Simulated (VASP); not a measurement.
Output of a VASP run:

File OUTCAR:
```
 ion  position               nearest neighbor table
   1  0.000  0.000  0.000-   9 2.14  10 2.14  11 2.16  12 2.16  13 2.16  14 2.16   5 3.41   5 3.41
                             6 3.41   6 3.41   5 3.44   6 3.44   4 3.67   4 3.67   2 3.67   3 3.67
   2  0.339  0.339  0.330-   7 2.28  12 2.50  13 2.50   5 3.03   5 3.26   5 3.26   4 3.30   4 3.30
                             4 3.31   3 3.60   1 3.67
   3  0.661  0.661  0.670-   8 2.28  11 2.50  14 2.50   6 3.03   6 3.26   6 3.26   4 3.30   4 3.30
                             4 3.31   2 3.60   1 3.67
   4  0.000  0.000  0.500-   7 2.19   8 2.19  11 2.73  12 2.73  13 2.73  14 2.73   3 3.30   3 3.30
                             2 3.30   2 3.30   2 3.31   3 3.31   1 3.67   1 3.67
   5  0.662  0.662  0.208-   9 1.52   8 1.54  12 1.55  13 1.55   2 3.03   2 3.26   2 3.26   1 3.41
                             1 3.41   1 3.44
   6  0.338  0.338  0.792-  10 1.52   7 1.54  11 1.55  14 1.55   3 3.03   3 3.26   3 3.26   1 3.41
                             1 3.41   1 3.44
   7  0.241  0.241  0.608-   6 1.54   4 2.19   2 2.28
   8  0.759  0.759  0.392-   5 1.54   4 2.19   3 2.28
   9  0.762  0.762  0.048-   5 1.52   1 2.14
  10  0.238  0.238  0.952-   6 1.52   1 2.14
  11  0.220  0.670  0.797-   6 1.55   1 2.16   3 2.50   4 2.73
  12  0.780  0.330  0.203-   5 1.55   1 2.16   2 2.50   4 2.73
  13  0.330  0.780  0.203-   5 1.55   1 2.16   2 2.50   4 2.73
  14  0.670  0.220  0.797-   6 1.55   1 2.16   3 2.50   4 2.73
  LATTYP: Found a base centered monoclinic cell.
 ALAT       =     8.7442846550
 B/A-ratio  =     0.6322086165
 C/A-ratio  =     0.8386092695
 COS(beta)  =    -0.0841191565
 Subroutine PRICEL returns:
 Original cell was already a primitive cell.
 Subroutine GETGRP returns: Found  4 space group operations
The static configuration has the point symmetry C_2h.
The dynamic configuration has the point symmetry C_2h.
 Subroutine INISYM returns: Found  4 space group operations
 Subroutine IBZKPT returns following result:
 Found     47 irreducible k-points:

 Following reciprocal coordinates:
            Coordinates               Weight
  0.000000  0.000000  0.000000      1.000000
  0.166667 -0.000000  0.000000      4.000000
  0.333333 -0.000000  0.000000      4.000000
  0.500000 -0.000000  0.000000      2.000000
  0.166667  0.166667  0.000000      2.000000
  0.333333  0.166667  0.000000      4.000000
  0.500000  0.166667  0.000000      4.000000
 -0.333333  0.166667 -0.000000      4.000000
 -0.166667  0.166667  0.000000      2.000000
  0.333333  0.333333  0.000000      2.000000
  0.500000  0.333333  0.000000      4.000000
 -0.333333  0.333333  0.000000      2.000000
  0.500000  0.500000  0.000000      1.000000
 -0.000000 -0.000000  0.250000      2.000000
  0.166667  0.000000  0.250000      4.000000
  0.333333  0.000000  0.250000      4.000000
  0.500000 -0.000000  0.250000      4.000000
 -0.333333  0.000000  0.250000      4.000000
 -0.166667  0.000000  0.250000      4.000000
  0.166667  0.166667  0.250000      2.000000
  0.333333  0.166667  0.250000      4.000000
  0.500000  0.166667  0.250000      4.000000
 -0.333333  0.166667  0.250000      4.000000
 -0.166667  0.166667  0.250000      4.000000
  0.333333  0.333333  0.250000      2.000000
  0.500000  0.333333  0.250000      4.000000
 -0.333333  0.333333  0.250000      4.000000
 -0.166667  0.333333  0.250000      4.000000
  0.500000  0.500000  0.250000      2.000000
 -0.333333  0.500000  0.250000      4.000000
 -0.166667  0.500000  0.250000      4.000000
 -0.333333 -0.333333  0.250000      2.000000
 -0.166667 -0.333333  0.250000      4.000000
 -0.166667 -0.166667  0.250000      2.000000
 -0.000000 -0.000000  0.500000      1.000000
  0.166667 -0.000000  0.500000      4.000000
  0.333333 -0.000000  0.500000      4.000000
  0.500000 -0.000000  0.500000      2.000000
  0.166667  0.166667  0.500000      2.000000
  0.333333  0.166667  0.500000      4.000000
   k-points           NKPTS =     47   k-points in BZ     NKDIM =     47   number of bands    NBANDS=     62
   number of dos      NEDOS =    601   number of ions     NIONS =     14
   total plane-waves  NPLWV =  89600
...
```

OSZICAR:
```
       N       E                     dE             d eps       ncg     rms          rms(c)
DAV:   1     0.107141002528E+04    0.10714E+04   -0.52708E+04  5836   0.185E+03
DAV:   2    -0.471363372064E+02   -0.11185E+04   -0.10671E+04  6368   0.492E+02
DAV:   3    -0.208608878680E+03   -0.16147E+03   -0.15775E+03  6416   0.191E+02
DAV:   4    -0.217745474883E+03   -0.91366E+01   -0.90204E+01  6896   0.473E+01
DAV:   5    -0.218143672633E+03   -0.39820E+00   -0.39740E+00  8256   0.936E+00    0.360E+01
DAV:   6    -0.187740000911E+03    0.30404E+02   -0.44461E+01  8468   0.521E+01    0.234E+01
DAV:   7    -0.174476364885E+03    0.13264E+02   -0.58899E+00  7824   0.139E+01    0.759E+00
DAV:   8    -0.180759315742E+03   -0.62830E+01   -0.33330E+00  6356   0.960E+00    0.471E+00
DAV:   9    -0.175094857892E+03    0.56645E+01   -0.17340E+00  6236   0.702E+00    0.147E+00
DAV:  10    -0.175648607543E+03   -0.55375E+00   -0.31086E-01  6154   0.302E+00    0.997E-01
DAV:  11    -0.175726635304E+03   -0.78028E-01   -0.14805E-02  7932   0.670E-01    0.870E-01
DAV:  12    -0.175813359559E+03   -0.86724E-01   -0.11785E-02  6302   0.651E-01    0.805E-01
DAV:  13    -0.175940614232E+03   -0.12725E+00   -0.10277E-01  6200   0.170E+00    0.593E-01
DAV:  14    -0.175933574351E+03    0.70399E-02   -0.91598E-03  6400   0.658E-01    0.423E-01
DAV:  15    -0.175939004674E+03   -0.54303E-02   -0.21312E-03  6310   0.312E-01    0.329E-01
DAV:  16    -0.175941033800E+03   -0.20291E-02   -0.69814E-04  6780   0.148E-01    0.244E-01
DAV:  17    -0.175941583491E+03   -0.54969E-03   -0.32061E-04  7408   0.105E-01    0.123E-01
DAV:  18    -0.175941723726E+03   -0.14023E-03   -0.29068E-04  7614   0.936E-02    0.188E-02
DAV:  19    -0.175941744289E+03   -0.20563E-04   -0.33469E-05  8022   0.321E-02    0.272E-02
DAV:  20    -0.175941724661E+03    0.19628E-04   -0.12467E-05  6386   0.252E-02    0.235E-02
DAV:  21    -0.175941745551E+03   -0.20890E-04   -0.11195E-05  6272   0.241E-02    0.147E-02
DAV:  22    -0.175941743206E+03    0.23444E-05   -0.55856E-06  6394   0.133E-02    0.595E-03
DAV:  23    -0.175941744835E+03   -0.16288E-05   -0.10809E-06  6398   0.663E-03    0.348E-03
DAV:  24    -0.175941745126E+03   -0.29117E-06   -0.12055E-07  4282   0.248E-03    0.345E-03
DAV:  25    -0.175941745064E+03    0.62146E-07   -0.68695E-08  3856   0.231E-03
   1 F= -.17594175E+03 E0= -.17594175E+03  d E =0.000000E+00
       N       E                     dE             ncg
       N       E                     dE             ncg
```

**OUTCAR**
```
------------------------ aborting loop because EDIFF is reached ----------------------------------------
  FORCE on cell =-STRESS in cart. coord.  units (eV):
  Direction    XX          YY          ZZ          XY          YZ          ZX
  --------------------------------------------------------------------------------------
  Total       -0.0767809     -0.0343853      0.0879139      0.0000000      0.0000000      0.0391227
  in kB       -0.6965346     -0.3119342      0.7975303      0.0000000      0.0000000      0.3549103
  external PRESSURE =      -0.0703128 kB  Pullay stress =       0.0000000 kB
  volume of cell :      176.61
      direct lattice vectors                 reciprocal lattice vectors
     4.372080974 -2.764106052 -0.023162209     0.114409952 -0.180890310  0.009048138
     4.372080974  2.764106052 -0.023162209     0.114409952  0.180890310  0.009048138
    -0.578129932  0.000000000  7.310213030     0.000725010  0.000000000  0.136852257
 POSITION                                       TOTAL-FORCE (eV/Angst)
 -----------------------------------------------------------------------------------
      0.00000      0.00000      0.00000         0.000000     -0.000000      0.000000
      2.77616      0.00000      2.39758         0.002812     -0.000000      0.009419
      5.38987      0.00000      4.86630        -0.002812     -0.000000     -0.009419
     -0.28906      0.00000      3.65511        -0.000000     -0.000000      0.000000
      5.66869      0.00000      1.48702        -0.000227     -0.000000      0.012695
      2.49734      0.00000      5.77687         0.000227     -0.000000     -0.012695
      1.75434      0.00000      4.43340         0.012124     -0.000000     -0.003317
      6.41169      0.00000      2.83049        -0.012124     -0.000000      0.003317
      6.63277      0.00000      0.31201         0.004669     -0.000000     -0.001009
      1.53326      0.00000      6.95188        -0.004669     -0.000000      0.001009
      3.42832      1.24447      5.80345        -0.003321      0.007623      0.012589
      4.73771     -1.24447      1.46043         0.003321     -0.007623     -0.012589
      4.73771      1.24447      1.46043         0.003321      0.007623     -0.012589
      3.42832     -1.24447      5.80345        -0.003321     -0.007623      0.012589
 -----------------------------------------------------------------------------------
    total drift:                                0.000000      0.000000      0.000000
  FREE ENERGIE OF THE ION-ELECTRON SYSTEM (eV)
  ---------------------------------------------------
  free  energy   TOTEN  =      -175.9417450640 eV

  energy  without entropy=     -175.9417450640  energy(sigma->0) =     -175.94174506

 total charge

# of ion       s       p       d       tot
------------------------------------------
    1        0.558   0.617  10.087  11.262
    2        0.171   0.120   9.393   9.684
    3        0.171   0.120   9.393   9.684
    4        0.224   0.155   9.365   9.744
    5        0.899   1.507   0.000   2.406
    6        0.899   1.507   0.000   2.406
    7        1.565   3.596   0.000   5.161
    8        1.565   3.596   0.000   5.161
    9        1.569   3.626   0.000   5.195
   10        1.569   3.626   0.000   5.195
   11        1.569   3.601   0.000   5.171
   12        1.569   3.601   0.000   5.171
   13        1.569   3.601   0.000   5.171
   14        1.569   3.601   0.000   5.171
--------------------------------------------------
tot         15.465  32.874  38.238  86.577

 Electric field gradients after diagonalization (V/A^2)
 (convention: |V_zz| > |V_xx| > |V_yy|)
----------------------------------------------------------------------
 ion       V_xx      V_yy      V_zz     asymmetry (V_yy - V_xx)/ V_zz
----------------------------------------------------------------------
   1     -17.213   -15.890    33.103       0.040
   2      64.283    15.272   -79.554       0.616
   3      64.283    15.272   -79.554       0.616
   4      95.986    27.379  -123.366       0.556
   5      10.215     0.357   -10.572       0.932
   6      10.215     0.357   -10.572       0.932
   7     -66.619   -23.064    89.683       0.486
   8     -66.619   -23.064    89.683       0.486
...
```
(Selected blocks of OUTCAR.)

**POSCAR**
```
InAg3(PO4)2
1
    4.3720809741    -2.7641060518    -0.0231622090
    4.3720809741     2.7641060518    -0.0231622090
   -0.5781299322     0.0000000000     7.3102130296
In Ag P O
1 3 2 8
Direct
  1.0000000000   0.0000000000   0.0000000000
  0.3393138723   0.3393138723   0.3301276352
  0.6606861277   0.6606861277   0.6698723648
  1.0000000000   0.0000000000   0.5000000000
  0.6620090440   0.6620090440   0.2076115266
  0.3379909560   0.3379909560   0.7923884734
  0.2408283169   0.2408283169   0.6079925697
  0.7591716831   0.7591716831   0.3920074303
  0.7616783283   0.7616783283   0.0475083092
  0.2383216717   0.2383216717   0.9524916908
  0.2196330666   0.6698565949   0.7967014248
  0.7803669334   0.3301434051   0.2032985752
  0.3301434051   0.7803669334   0.2032985752
  0.6698565949   0.2196330666   0.7967014248
```

**Question.** Write an INCAR and KPOINTS that could have produced this output.

**Answer.** This is not unique; one that fits is the input of the run itself, r2SCAN meta-GGA, plane waves, VASP's PBE PAW potentials (set 64).

KPOINTS_OPT:
```
k-points along high-symmetry lines
6
Line-mode
Reciprocal
  0.000000   0.000000   0.000000 ! GAMMA
 -0.351210   0.351210   0.000000 ! C

 -0.648790  -0.351210   0.000000 ! C_2
 -0.500000  -0.500000   0.000000 ! Y_2

 -0.500000  -0.500000   0.000000 ! Y_2
  0.000000   0.000000   0.000000 ! GAMMA

  0.000000   0.000000   0.000000 ! GAMMA
 -0.500000  -0.500000   0.500000 ! M_2

 -0.500000  -0.500000   0.500000 ! M_2
 -0.657562  -0.342438   0.500000 ! D

 -0.342438   0.342438   0.500000 ! D_2
  0.000000   0.000000   0.500000 ! A

  0.000000   0.000000   0.500000 ! A
  0.000000   0.000000   0.000000 ! GAMMA

 -0.500000   0.000000   0.500000 ! L_2
  0.000000   0.000000   0.000000 ! GAMMA

  0.000000   0.000000   0.000000 ! GAMMA
 -0.500000   0.000000   0.000000 ! V_2
```

File KPOINTS:
```
Automatic mesh
0
Gamma
6 6 4
0 0 0
```

INCAR:
```
# general
SYSTEM  = InAg3(PO4)2
PREC    = Accurate
ENCUT   = 520
LREAL   = Auto
LASPH   = .TRUE.

# electronic loop
EDIFF   = 1E-7
NELM    = 100
ALGO    = Normal
LMAXMIX = 4
LMIXTAU = .TRUE.

# smearing
ISMEAR  = -5

# functional
METAGGA = R2SCAN

# ions
ISIF    = 2

# output
LWAVE   = .FALSE.
LCHARG  = .FALSE.
LORBIT  = 11
NEDOS   = 601

# other
LEFG    = .TRUE.
```

POTCAR, in this order: In_d Ag P O (PBE.64 set). Program: vasp_std.

The path is coarsely sampled, so an indirect gap can come out somewhat too large.

The structure comes from a computed database's Ag3InO8P2 entry (C2/m); how it stands against other phases isn't given here. It was relaxed first.
